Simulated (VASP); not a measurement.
# GW-BSE spectrum of BN (Qingsongite), part 2 of 3

Wanted: the lowest vertical excitons of BN (Qingsongite) and its absorption. The cell is of the zinc-blende type, one of the forms listed for this formula. The start is a cell from a database of measured crystal structures.

VASP 6.6.1, plane waves and PAW; the level of theory is named at each step.

So far. Step 2 (Ground state): The cell has a gap of 4.46 eV on mesh and path. Step 3 (Empty bands): WAVECAR now holds 32 bands for 8 electrons. Its independent-particle dielectric tensor has xx, yy, zz = 4.8, 4.8, 4.8 on this mesh, which isn't tested for convergence in mesh or bands and lacks local fields.

## 4. G0W0

This step: G0W0 on PBE; plane waves and PAW (N_GW, B_GW) (VASP 6.6.1).

One pass of GW corrects the levels to first order, with G and W from the starting orbitals. LWAVE keeps the quasiparticle levels in WAVECAR, and the W files hold the screened interaction for the next step.

File INCAR:

```
SYSTEM = BN
PREC = Accurate
ENCUT = 450
ISMEAR = 0
SIGMA = 0.01
LREAL = .FALSE.
GGA = PE
NBANDS = 32
ALGO = EVGW0
NELMGW = 1
ENCUTGW = 100
NOMEGA = 48
PRECFOCK = Fast
NBANDSGW = 16
LWAVE = .TRUE.
LCHARG = .FALSE.
```

File POSCAR:

```
BN
1.0
    0.0000000000      1.8075000000      1.8075000000
    1.8075000000      0.0000000000      1.8075000000
    1.8075000000      1.8075000000      0.0000000000
N B
1 1
Direct
    0.7500000000      0.7500000000      0.7500000000
    0.0000000000      0.0000000000      0.0000000000
```

File KPOINTS:

```
Automatic mesh
0
Gamma
6 6 6
0 0 0
```

PAW data sets: N_GW and B_GW (PBE family, release 64).

On the command line:

```sh
$ mpirun -np 8 vasp_std
```

Output:

```text
[banner, memory and clock lines left out]
running    8 mpi-ranks, on    1 nodes
 distrk:  each k-point on    8 cores,    1 groups
 distr:  one band on    1 cores,    8 groups

 POSCAR found type information on POSCAR N B
 POSCAR found :  2 types and       2 ions
 [... a notice as in an earlier step ...]

|                                                                             |
|           W    W    AA    RRRRR   N    N  II  N    N   GGGG   !!!           |
|           W    W   A  A   R    R  NN   N  II  NN   N  G    G  !!!           |
|           W    W  A    A  R    R  N N  N  II  N N  N  G       !!!           |
|           W WW W  AAAAAA  RRRRR   N  N N  II  N  N N  G  GGG   !            |
|           WW  WW  A    A  R   R   N   NN  II  N   NN  G    G                |
|           W    W  A    A  R    R  N    N  II  N    N   GGGG   !!!           |
|                                                                             |
|     The default for ENCUTGWSOFT is different in this version of VASP.       |
|     please manually set ENCUTGWSOFT =100 in the INCAR file.                 |
|                                                                             |

 LDA part: xc-table for (Slater+PW92), standard interpolation
 found WAVECAR, reading the header
 POSCAR, INCAR and KPOINTS ok, starting setup
 FFT: planning ... GRIDC
 FFT: planning ... GRID_SOFT
 FFT: planning ... GRID
 reading WAVECAR
 the WAVECAR file was read successfully
 initial charge from wavefunction
 available memory per node:     93.36 GB, setting MAXMEM to     95602

 The Fermi energy was updated, please check that it is located mid-gap
 values below the HOMO (VB) or above the LUMO (CB) will cause erroneous energies
 E-fermi :   9.6950

 calculate exact exchange contribution
 the WAVEDER file was read successfully
energies w=
    0.000    0.000    1.168    0.000    2.332    0.000    3.486    0.000
    4.627    0.000    5.752    0.000    6.858    0.000    7.945    0.000
    9.011    0.000   10.058    0.000   11.086    0.000   12.097    0.000
   13.094    0.000   14.079    0.000   15.055    0.000   16.026    0.000
   16.995    0.000   17.966    0.000   18.943    0.000   19.931    0.000
   20.935    0.000   21.960    0.000   23.012    0.000   24.099    0.000
   25.227    0.000   26.405    0.000   27.643    0.000   28.953    0.000
   30.349    0.000   31.847    0.000   33.468    0.000   35.235    0.000
   37.179    0.000   39.338    0.000   41.762    0.000   44.514    0.000
   47.675    0.000   51.359    0.000   55.722    0.000   60.980    0.000
   67.455    0.000   75.634    0.000   86.295    0.000  100.765    0.000
  121.503    0.000  153.630    0.000  209.880    0.000  333.137    0.000
 responsefunction array rank=      32
 LDA part: xc-table for (Slater+PW92), standard interpolation

 min. memory requirement per mpi rank     50.5 MB, per node    404.1 MB

 allocating   6 responsefunctions rank=    32
 shmem allocating  48 responsefunctions rank=    32
 response function shared by NCSHMEM nodes    1
 Doing            6  frequencies on each core in blocks of           48
NQ=   1    0.0000    0.0000    0.0000,
|.........|.........|.........|.........|.........|.........|.........|.........
 performed         64000 updates of chi_q(r,r)
 total number of BLAS operations          0.38 Gflops
NQ=   2    0.1667    0.0000    0.0000,
|.........|.........|.........|.........|.........|.........|.........|.........
 performed        198000 updates of chi_q(r,r)
 total number of BLAS operations          1.00 Gflops
NQ=   3    0.3333    0.0000    0.0000,
|.........|.........|.........|.........|.........|.........|.........|.........
 performed        332000 updates of chi_q(r,r)
 total number of BLAS operations          1.84 Gflops
NQ=   4    0.5000    0.0000    0.0000,
|.........|.........|.........|.........|.........|.........|.........|.........
 performed        441000 updates of chi_q(r,r)
 total number of BLAS operations          2.27 Gflops
NQ=   5    0.1667    0.1667    0.0000,
|.........|.........|.........|.........|.........|.........|.........|.........
 performed        575000 updates of chi_q(r,r)
 total number of BLAS operations          2.83 Gflops
NQ=   6    0.3333    0.1667    0.0000,
|.........|.........|.........|.........|.........|.........|.........|.........
 performed        797000 updates of chi_q(r,r)
 total number of BLAS operations          3.95 Gflops
NQ=   7    0.5000    0.1667    0.0000,
|.........|.........|.........|.........|.........|.........|.........|.........
 performed       1019000 updates of chi_q(r,r)
 total number of BLAS operations          5.34 Gflops
NQ=   8   -0.3333    0.1667    0.0000,
|.........|.........|.........|.........|.........|.........|.........|.........
 performed       1241000 updates of chi_q(r,r)
 total number of BLAS operations          6.74 Gflops
NQ=   9   -0.1667    0.1667    0.0000,
|.........|.........|.........|.........|.........|.........|.........|.........
 performed       1430000 updates of chi_q(r,r)
 total number of BLAS operations          7.76 Gflops
NQ=  10    0.3333    0.3333    0.0000,
|.........|.........|.........|.........|.........|.........|.........|.........
 performed       1564000 updates of chi_q(r,r)
 total number of BLAS operations          8.55 Gflops
NQ=  11    0.5000    0.3333    0.0000,
|.........|.........|.........|.........|.........|.........|.........|.........
 performed       1786000 updates of chi_q(r,r)
 total number of BLAS operations          9.66 Gflops
NQ=  12   -0.3333    0.3333    0.0000,
|.........|.........|.........|.........|.........|.........|.........|.........
 performed       1975000 updates of chi_q(r,r)
 total number of BLAS operations         10.68 Gflops
NQ=  13    0.5000    0.5000    0.0000,
|.........|.........|.........|.........|.........|.........|.........|.........
 performed       2070000 updates of chi_q(r,r)
 total number of BLAS operations         11.05 Gflops
NQ=  14    0.5000    0.3333    0.1667,
|.........|.........|.........|.........|.........|.........|.........|.........
 performed       2323000 updates of chi_q(r,r)
 total number of BLAS operations         12.76 Gflops
NQ=  15   -0.3333    0.3333    0.1667,
|.........|.........|.........|.........|.........|.........|.........|.........
 performed       2559000 updates of chi_q(r,r)
 total number of BLAS operations         14.46 Gflops
NQ=  16   -0.3333    0.5000    0.1667,
|.........|.........|.........|.........|.........|.........|.........|.........
 performed       2749000 updates of chi_q(r,r)
 total number of BLAS operations         15.66 Gflops
 resolving degeneracies of screened two electron integrals

 calculate QP shifts <psi_nk| G(iteration)W_0 |psi_nk>: iteration 1
 writing wavefunctions
 entering main loop
```

Wall time 27 s (8 MPI ranks of AMD EPYC 7R43, shared host); peak memory 0.68 GiB.

OUTCAR, selected parts (step 4):

```text
The static configuration has the point symmetry T_d .

 Found     16 irreducible k-points:

   k-points           NKPTS =     16   k-points in BZ     NKDIM =    216   number of bands    NBANDS=     32

   NELECT =       8.0000    total number of electrons

 E-fermi :   9.6950

 QP shifts <psi_nk| G(iteration)W_0 |psi_nk>: iteration 1
 for sc-GW calculations column KS-energies equals QP-energies in previous step
 and V_xc(KS)=  KS-energies - (<T + V_ion + V_H > + <T+V_H+V_ion>^1  + <V_x>^1)
 k-point   1 :       0.0000    0.0000    0.0000
  band No.  KS-energies  QP-energies   sigma(KS)   V_xc(KS)     V^pw_x(r,r')   Z            occupation Imag(sigma)
      1     -12.7698     -14.5612     -17.7932     -15.4886     -26.4986       0.7773       2.0000       1.4555
      2       7.4659       7.0463     -18.7937     -18.2868     -21.8927       0.8277       2.0000       0.0870
      3       7.4659       7.0463     -18.7937     -18.2868     -21.8927       0.8277       2.0000       0.0870
      4       7.4659       7.0463     -18.7937     -18.2868     -21.8927       0.8277       2.0000       0.0870
      5      16.2837      17.8597     -11.8947     -13.7845      -7.0054       0.8339       0.0000      -0.1110
      6      16.2837      17.8597     -11.8947     -13.7845      -7.0054       0.8339       0.0000      -0.1110
      7      16.2837      17.8597     -11.8947     -13.7845      -7.0054       0.8339       0.0000      -0.1110
      8      17.8070      19.2026     -13.7328     -15.4375      -8.3906       0.8187       0.0000      -0.1352
    ...

 k-point   2 :       0.1667    0.0000    0.0000
  band No.  KS-energies  QP-energies   sigma(KS)   V_xc(KS)     V^pw_x(r,r')   Z            occupation Imag(sigma)
      1     -12.1008     -13.8318     -17.8312     -15.6059     -26.4167       0.7779       2.0000       1.3636
      2       4.4523       3.6418     -17.9408     -16.9468     -21.5032       0.8154       2.0000       0.1111
      3       6.8429       6.3459     -18.5185     -17.9164     -21.6824       0.8254       2.0000       0.0901
      4       6.8429       6.3459     -18.5185     -17.9164     -21.6824       0.8254       2.0000       0.0901
      5      16.8071      18.2566     -12.5547     -14.2998      -7.5898       0.8306       0.0000      -0.1167
      6      17.1956      18.8545     -12.1432     -14.1438      -7.0941       0.8292       0.0000      -0.1185
      7      17.1956      18.8545     -12.1432     -14.1438      -7.0941       0.8292       0.0000      -0.1185
      8      19.7010      21.4473     -13.8719     -16.0297      -8.3037       0.8093       0.0000      -0.1541
    ...

 k-point   3 :       0.3333    0.0000    0.0000
  band No.  KS-energies  QP-energies   sigma(KS)   V_xc(KS)     V^pw_x(r,r')   Z            occupation Imag(sigma)
      1     -10.2379     -11.7974     -18.0838     -16.0532     -26.3290       0.7680       2.0000       1.0981
      2      -0.4052      -1.6652     -17.1834     -15.5821     -21.9185       0.7869       2.0000       0.1968
      3       5.9031       5.2879     -18.2883     -17.5399     -21.6382       0.8220       2.0000       0.0971
      4       5.9031       5.2879     -18.2883     -17.5399     -21.6382       0.8220       2.0000       0.0971
      5      17.3685      18.7406     -12.8985     -14.5551      -7.8382       0.8282       0.0000      -0.1215
      6      18.1189      19.7858     -12.1209     -14.1362      -6.9060       0.8271       0.0000      -0.1267
      7      18.1189      19.7858     -12.1209     -14.1362      -6.9060       0.8271       0.0000      -0.1267
      8      22.0030      23.8483     -13.4373     -15.7573      -7.3245       0.7954       0.0000      -0.2018
    ...

[... 7 parts as in an earlier step ...]

[... 5 further parts left out ...]
```

This step gave:

```
quasiparticle gap on the mesh                 : 5.741 eV
smallest direct quasiparticle gap on the mesh : 10.81 eV
gap of the starting orbitals on the mesh      : 4.458 eV
```

GW takes the gap from 4.458 to 5.741 eV. The value holds for 32 bands, ENCUTGW = 100 eV and this mesh, and isn't shown to be converged in them.

## 5. BSE, Tamm-Dancoff

This step: BSE on G0W0 on PBE; plane waves and PAW (N_GW, B_GW) (VASP 6.6.1).

The Bethe-Salpeter equation adds the screened attraction of electron and hole to the quasiparticle pairs; ANTIRES = 0 leaves out the coupling to antiresonant pairs.

File INCAR:

```
SYSTEM = BN
PREC = Accurate
ENCUT = 450
ISMEAR = 0
SIGMA = 0.01
LREAL = .FALSE.
GGA = PE
NBANDS = 32
ALGO = BSE
NBANDSO = 3
NBANDSV = 4
OMEGAMAX = 25
NEDOS = 1000
CSHIFT = 0.1
PRECFOCK = Fast
LWAVE = .FALSE.
LCHARG = .FALSE.
ENCUTGW = 100
ANTIRES = 0
```

POSCAR is that of step 4.

KPOINTS is that of step 4.

On the command line:

```sh
$ mpirun -np 8 vasp_std
```

Output:

```text
[banner, memory and clock lines left out]
running    8 mpi-ranks, on    1 nodes
 distrk:  each k-point on    8 cores,    1 groups
 distr:  one band on    1 cores,    8 groups

 POSCAR found type information on POSCAR N B
 POSCAR found :  2 types and       2 ions
|                                                                             |
|           W    W    AA    RRRRR   N    N  II  N    N   GGGG   !!!           |
|           W    W   A  A   R    R  NN   N  II  NN   N  G    G  !!!           |
|           W    W  A    A  R    R  N N  N  II  N N  N  G       !!!           |
|           W WW W  AAAAAA  RRRRR   N  N N  II  N  N N  G  GGG   !            |
|           WW  WW  A    A  R   R   N   NN  II  N   NN  G    G                |
|           W    W  A    A  R    R  N    N  II  N    N   GGGG   !!!           |
|                                                                             |
|     For optimal performance we recommend to set                             |
|       NCORE = 2 up to number-of-cores-per-socket                            |
|     NCORE specifies how many cores store one orbital (NPAR=cpu/NCORE).      |
|     This setting can greatly improve the performance of VASP for DFT.       |
|     The default, NCORE=1 might be grossly inefficient on modern             |
|     multi-core architectures or massively parallel machines. Do your        |
|     Unfortunately you need to use the default for GW and RPA                |
|     calculations (for HF NCORE is supported but not extensively tested      |
|     yet).                                                                   |
|                                                                             |

|                                                                             |
|           W    W    AA    RRRRR   N    N  II  N    N   GGGG   !!!           |
|           W    W   A  A   R    R  NN   N  II  NN   N  G    G  !!!           |
|           W    W  A    A  R    R  N N  N  II  N N  N  G       !!!           |
|           W WW W  AAAAAA  RRRRR   N  N N  II  N  N N  G  GGG   !            |
|           WW  WW  A    A  R   R   N   NN  II  N   NN  G    G                |
|           W    W  A    A  R    R  N    N  II  N    N   GGGG   !!!           |
|                                                                             |
|     The default for ENCUTGWSOFT is different in this version of VASP.       |
|     please manually set ENCUTGWSOFT =100 in the INCAR file.                 |
|                                                                             |

 LDA part: xc-table for (Slater+PW92), standard interpolation
 found WAVECAR, reading the header
 POSCAR, INCAR and KPOINTS ok, starting setup
 FFT: planning ... GRIDC
 FFT: planning ... GRID_SOFT
 FFT: planning ... GRID
 reading WAVECAR
 the WAVECAR file was read successfully
 initial charge from wavefunction
 available memory per node:     90.89 GB, setting MAXMEM to     93068

 The Fermi energy was updated, please check that it is located mid-gap
 values below the HOMO (VB) or above the LUMO (CB) will cause erroneous energies
 E-fermi :   9.9167

 the WAVEDER file was read successfully
 responsefunction array rank=      32

 min. memory requirement per mpi rank     41.7 MB, per node    333.3 MB

 Doing            0  frequencies on each core in blocks of            0
 Found all WFULLXXXX.tmp files
 reading now WFULL0001.tmp
 reading now WFULL0002.tmp
 reading now WFULL0003.tmp
 reading now WFULL0004.tmp
 reading now WFULL0005.tmp
 reading now WFULL0006.tmp
 reading now WFULL0007.tmp
 reading now WFULL0008.tmp
 reading now WFULL0009.tmp
 reading now WFULL0010.tmp
 reading now WFULL0011.tmp
 reading now WFULL0012.tmp
 reading now WFULL0013.tmp
 reading now WFULL0014.tmp
 reading now WFULL0015.tmp
 reading now WFULL0016.tmp
 parallelization over k-points
 Using distributed matrix
 Using distributed eigensolver
 allocating two-electron 4 orbital integral table    3    4    3    4
 BSE setting up matrix
 available memory per node:     90.84 GB, setting MAXMEM to     93023
 Calculate matrix elements of the BSE Hamiltonian:
 Workload is divided into blocks of two-electron 4 orbital integrals computed in
  parallel.
 Each block/integral has dimensions  of (   3,   4,   3,   4) orbitals
 Total number of blocks/integrals:                23436
 Number of spins:                                     1
 Number of kpoints:                                 216
 Spin channel:                                        1
  Number of blocks of unoccupied bands:               1
  Number of blocks of occupied bands:                 1
 Number of rows/columns of blocks:                  216

                                                        Time (sec)
               Integrals                 Ranks       Real         CPU
  [         1 -       1728/     23436]     8         1.03        0.00
  [      1729 -       3456/     23436]     8         2.07        0.00
  [      3457 -       5184/     23436]     8         2.93        0.00
  [      5185 -       6912/     23436]     8         3.94        0.00
  [      6913 -       8640/     23436]     8         4.97        0.00
  [      8641 -      10368/     23436]     8         6.00        0.00
  [     10369 -      12096/     23436]     8         6.96        0.00
  [     12097 -      13824/     23436]     8         7.97        0.00
  [     13825 -      15552/     23436]     8         8.98        0.00
  [     15553 -      17280/     23436]     8         9.98        0.00
  [     17281 -      19008/     23436]     8        10.95        0.00
  [     19009 -      20736/     23436]     8        11.93        0.00
  [     20737 -      22464/     23436]     8        12.95        0.00
  [     22465 -      23328/     23436]     8        13.46        0.00
  [     23329 -      23436/     23436]     8        13.58        0.00

 BSE redistributing all elements
 BSE diagonalizing matrix PDSYEVX_ZHEEVX_DESC
 BSE calculating oscillator strength
```

Elapsed: 19 s, on 8 MPI ranks; peak memory 1.1 GiB; 2.4 min of CPU time.

Parts of OUTCAR (step 5):

```text
   NELECT =       8.0000    total number of electrons

 E-fermi :   9.9167

[... 8 parts as in an earlier step ...]

[... 2 further parts left out ...]
```

Numbers from this step:

```yaml
lowest_excitation: 10.11 eV
direct_gap_less_the_lowest_excitation: 0.7070 eV
```

The imaginary dielectric function, xx has structure finer than the step of the table below, so its rows give means over 1 eV, whole bins alone (the curve runs from 0 to 25 eV). Peaks (eV: height): 10.1: 19.2, 10.5: 31.2, 10.7: 29.7, 11.6: 38.2, 12.2: 14.8, 12.5: 16.5, 13.1: 11.4.

From 3 filled and 4 empty bands alone, without any pair above OMEGAMAX = 25 eV, so strength is missing wherever others contribute; lines are broadened by CSHIFT, which also makes the tail under the first line. The imaginary dielectric function, xx by photon energy; means over each step:

```csv
photon energy (eV),"imaginary dielectric function, xx"
1,0.00527
2,0.0111
3,0.0181
4,0.0272
5,0.0404
6,0.0615
7,0.100
8,0.190
9,0.536
10,10.5
11,16.4
12,15.0
13,7.28
14,3.12
15,3.73
16,3.08
17,4.04
18,1.70
19,0.847
20,0.672
21,0.605
22,0.146
23,0.267
24,0.144
```

Some of the lowest 40 states alone, with states under 2.5 meV apart joined, scaled to the strongest line shown. Exciton lines, with heights relative to the strongest:

```
position (eV)  lines merged  oscillator strength
       10.107             6                   66
       10.126             2                  0.0
       10.152             1                  0.0
       10.471             3                  100
       10.484             3                  0.0
       10.711             3                   88
       10.745             3                  0.0
       10.787             3                  2.6
       10.793             3                  0.0
       10.964             6                   22
       10.986             6                  0.2
```

The lowest excitation lies at 10.106 eV, -707 meV against the direct gap of these orbitals. No second mesh in this session tests these energies, peaks and heights.

(Part 2 of 3 ends here.)

[Lines on the potential files, build, host, timing and source positions are cut from VASP's logs without a mark.]

[Logs are printed without paths, hosts, clocks, repeated set-up lines and the standing remarks that a program may print on its own settings, such as how far it seeks lower states.]

[Hosts, paths, dates, database ids (printed as entryN), source tags and the programs' standing remarks are cut or masked in the printed files.]

[Pressures printed for these runs are not shown converged in the cutoff: they can be off by several GPa and have the wrong sign.]
